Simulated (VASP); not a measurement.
**OAlClH2: single point with PBE**

Molecule: OAlClH2, in a box.

```
O Al Cl H
1.0
    13.00000    0.00000    0.00000
     0.00000   13.00000    0.00000
     0.00000    0.00000   11.00000
O Al Cl H
1 1 1 2
Direct
  0.43045 0.54093 0.45663
  0.54900 0.52662 0.51590
  0.60161 0.37968 0.56365
  0.38358 0.48555 0.44253
  0.61842 0.62355 0.53450
```

```json
{
  "Program": "VASP 6.6.1",
  "Task": "single point",
  "Functional": "PBE",
  "Potentials or basis": "VASP PAW PBE potentials, release 64 (O, Al, Cl, H)",
  "Cutoff": "520 eV",
  "k mesh": "1 × 1 × 1",
  "Occupations": "gaussian, width 0.01 eV",
  "Spin": "no spin polarisation",
  "Further INCAR settings": "ALGO = Fast; EDIFF = 1e-06; NBANDS = 17"
}
```

```json
{
  "Largest force": "0.596 eV/Å",
  "Gap between the frontier levels": "6.12 eV"
}
```

Forces in eV/Å, atoms in the order of the input:
```
O    0.005  0.480 -0.061
Al   0.288  0.006  0.116
Cl   0.071 -0.150  0.049
H   -0.407 -0.421 -0.110
H    0.043  0.085  0.007
```

Levels at points of the mesh, in eV from the valence-band top:
```tsv
k point	band 5	band 6	band 7	band 8	band 9	band 10	band 11	band 12	band 13	band 14
(0.00, 0.00, 0.00)	-0.97	-0.61	-0.47	-0.15	0.00	6.12	6.31	7.46	7.55	8.03
```

Run time: 67 s on 1 thread of AMD EPYC 9R45 96-Core Processor (Zen 5) (shared host), peak memory 1.4 GiB.
